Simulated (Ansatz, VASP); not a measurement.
# Sb (antimonene bilayer, AB) in two plane-wave programs, part 2 of 2

Aim: how closely do two programs agree when they are given the same cell, functional and k mesh? Of the first pair: The structure shown is the start of the Ansatz relaxation below; VASP solves that cell, so the two are compared at the walk's first step.

VASP 6.6.1 and Ansatz 0.2.0.

So far. Step 4 (Comparison): The forces differ by 43 meV/Å r.m.s., which is 56.0 % of the r.m.s. force of 0.076 eV/Å (both taken over all components). With vacuum in the cell, a pressure given here is an average over mostly empty space and none of the material.

### Step 6. Ansatz: relaxation, PBE with D3(BJ)

Level of this step: Ansatz beside VASP: Kohn-Sham DFT, plane waves, PBE with D3(BJ) (Ansatz).

This run makes the geometry at which the two programs are then compared.

The structure compared here is the end of the Ansatz relaxation.

input.yaml reads:

```yaml
crystal:
  lattice:
    - [4.12, 0.0, 0.0]
    - [-2.06, 3.5680246636, 0.0]
    - [0.0, 0.0, 43.5999999986]
  atoms:
    - { symbol: Sb, position: [0.6666666667, 0.3333333333, 0.4277522936] }
    - { symbol: Sb, position: [0.3333333333, 0.6666666667, 0.4655963303] }
    - { symbol: Sb, position: [0.0, 0.0, 0.5344036697] }
    - { symbol: Sb, position: [0.6666666667, 0.3333333333, 0.5722477064] }
  periodic: [true, true, false]
kpoints:
  mp_grid: { grid: [12, 12, 1] }
hamiltonian:
  xc: pbe
  dispersion: d3bj
scf:
  occupations: { method: fermi_dirac, width: 0.05 }
  convergence: { dr2_threshold: 1.0e-09 }
relax:
  f_tol: 0.004
  max_steps: 90
  cell: {}
output:
  write_potential: true
  write_density: true
  volumetric_format: npy
```

The run is started by

```console
> ansatz run input.yaml --threads 4 --pin off --max-ram 8192MiB --backend cpu --events-out ev --progress --plain --runs-dir out
```

Numbers of over 12 decimals in the logs are rounded to 6 here.

The log of the run:

```text
[...]
Crystal: 4 atoms, lattice volume = 640.931 Å³
Basis set: ecut = 420 eV, 12397 PW (Γ), exchange–correlation on 60×60×600 points (8 copies of the dense FFT grid, shifted against one another)
Bands: 36, of which v1, the nominal top of the filled ones, is band 30 counted from 1 (29 counted from 0)
Symmetry: 12 space group operations
[...]
cell:  # Å, volume = 663.7750 Å³
    - [4.192778, 0.0, 0.0]
    - [-2.096389, 3.631052, 0.0]
    - [0.0, 0.0, 43.5999999986]
  atoms:
    - { symbol: Sb, position: [0.666667, 0.333333, 0.437077] }
    - { symbol: Sb, position: [0.333333, 0.666667, 0.473405] }
    - { symbol: Sb, position: [2.3129646340972122e-18, 1.3877787809430044e-17, 0.526595] }
    - { symbol: Sb, position: [0.666667, 0.333333, 0.562923] }
[key lines of the parts left out:]
SCF converged after 5 iterations
Free energy (F): -25939.042627 eV
Fermi energy:    -3.911568 eV
P = ½ c Tr σ = -0.0102 N/m
```

### Step 7. VASP: single point, PBE with D3(BJ), relaxed cell, pair 2

The same cell, functional, mesh and smearing now go to VASP, with its own data sets.

INCAR reads:

```
SYSTEM = Sb
PREC = Accurate
ENCUT = 400
EDIFF = 1E-06
NELM = 120
ISMEAR = -1
SIGMA = 0.05
LREAL = .FALSE.
ALGO = Normal
GGA = PE
IVDW = 12
NBANDS = 16
LORBIT = 11
LWAVE = .FALSE.
LCHARG = .FALSE.
ISIF = 2
LDIPOL = .TRUE.
IDIPOL = 3
DIPOL = 0.5 0.5 0.5
LVHAR = .TRUE.
LASPH = .TRUE.
GGA_COMPAT = .FALSE.
EFERMI = MIDGAP
NELMDL = -8
KPAR = 2
```

POSCAR reads:

```
Sb
1.0
    4.1927781109      0.0000000000      0.0000000000
   -2.0963890555      3.6310523565      0.0000000000
    0.0000000000      0.0000000000     43.5999999986
Sb
4
Direct
    0.6666666667      0.3333333333      0.4370769109
    0.3333333334      0.6666666666      0.4734052794
    0.0000000000      1.0000000000      0.5265947206
    0.6666666667      0.3333333333      0.5629230891
```

KPOINTS reads:

```
Automatic mesh
0
Gamma
12 12 1
0 0 0
```

The projector-augmented-wave data sets are Sb (PBE family, release 64).

The run is started by

```console
> mpirun -np 2 vasp_std
```

The log of the run:

```text
[... set-up lines as in an earlier step ...]
 entering main loop
       N       E                     dE             d eps       ncg     rms          rms(c)
DAV:   1     0.118479092945E+03    0.11848E+03   -0.43643E+03   608   0.630E+02
DAV:   2    -0.447206887921E+01   -0.12295E+03   -0.11676E+03  1000   0.119E+02
DAV:   3    -0.160349284284E+02   -0.11563E+02   -0.11511E+02   848   0.469E+01
DAV:   4    -0.163049813802E+02   -0.27005E+00   -0.26909E+00   848   0.904E+00
[...]
DAV:  20    -0.162676533855E+02   -0.57325E-05   -0.21372E-07   632   0.102E-03    0.352E-04
DAV:  21    -0.162676574511E+02   -0.40656E-05   -0.82458E-08   648   0.707E-04    0.141E-04
DAV:  22    -0.162676583778E+02   -0.92668E-06   -0.12310E-08   584   0.338E-04
   1 F= -.17619129E+02 E0= -.17616349E+02  d E =-.555828E-02
```

Parts of OUTCAR (step 7):

```text
 Edisp (eV)   -1.35147

  Total       0.05242     0.05242     0.12296    -0.00000     0.00000    -0.00000
  in kB       0.12653     0.12653     0.29680    -0.00000     0.00000    -0.00000
  external pressure =        0.18 kB  Pullay stress =        0.00 kB

 POSITION                                       TOTAL-FORCE (eV/Angst)
 -----------------------------------------------------------------------------------
      2.09639      1.21035     19.05655        -0.000000      0.000000     -0.056659
      0.00000      2.42070     20.64047         0.000000     -0.000000      0.076434
      0.00000      0.00000     22.95953        -0.000000      0.000000     -0.076434
      2.09639      1.21035     24.54345         0.000000      0.000000      0.056659
 -----------------------------------------------------------------------------------
    total drift:                               -0.000000      0.000000     -0.000001

  FREE ENERGIE OF THE ION-ELECTRON SYSTEM (eV)
  ---------------------------------------------------
  free  energy   TOTEN  =       -17.6191285868 eV

  energy  without entropy=      -17.6135703098  energy(sigma->0) =      -17.61634945

[... 1 part as in an earlier step ...]

[... 2 further parts left out ...]
[key lines of the parts left out:]
E-fermi :  -1.8500
```

### Step 8. Side by side

What differs besides the data sets and the points named for the pairs above, as far as they apply: the data sets hold 60 valence electrons in Ansatz (on its default PAW (the set named soft_2) files) and 20 in VASP. Total energies have different zeros and are not compared.

The two programs side by side:

```tsv
quantity	Ansatz	VASP	difference
gap on the k mesh (eV)	0.196	0.169	+0.027
```

Forces (eV/Å; atoms numbered as in POSCAR):

```tsv
atom	Ansatz x, y, z	VASP x, y, z
Sb1	0.000, 0.000, 0.000	0.000, 0.000, -0.057
Sb2	0.000, 0.000, 0.004	0.000, 0.000, 0.076
Sb3	0.000, 0.000, -0.004	0.000, 0.000, -0.076
Sb4	0.000, 0.000, 0.000	0.000, 0.000, 0.057
```

The forces differ by 38 meV/Å r.m.s., where the r.m.s. force is 0.002 eV/Å in Ansatz and 0.039 eV/Å in VASP: the atoms lie near their places of rest in Ansatz, so a percentage would say little (all taken over all components). A gap on the mesh is an upper bound, since the band edges may lie between its points. With vacuum in the cell, a pressure given here is an average over mostly empty space and none of the material.

### Step 9. Summary of results

```yaml
r_m_s_force_difference_single_point_pbe_with_d3_bj_start_cell_pair_1: 43 meV/Å
r_m_s_force_difference_single_point_pbe_with_d3_bj_relaxed_cell_pair_2: 38 meV/Å
```

What this shows: The r.m.s. force difference is 43 meV/Å (single point, PBE with D3(BJ), start cell, pair 1), beyond the 12 meV/Å picked in this series as the mark of a large difference. The data sets hold unlike numbers of valence electrons (60 in Ansatz and 20 in VASP), so part of the differences comes from the potentials. Single point, PBE with D3(BJ), start cell, pair 1, VASP with the data sets Sb_d_GW: r.m.s. force difference goes from 43 to 0.32 meV/Å. What causes the difference of the single point, PBE with D3(BJ), relaxed cell, pair 2 pair stays open here. How closely two codes agree says nothing of how well the functional describes the real material.

[Lines on the potential files, build, host, timing and source positions are cut from VASP's logs without a mark.]

[Logs are printed without paths, hosts, clocks, repeated set-up lines and the standing remarks that a program may print on its own settings, such as how far it seeks lower states.]

[Hosts, paths, dates, database ids (printed as entryN), source tags and the programs' standing remarks are cut or masked in the printed files.]
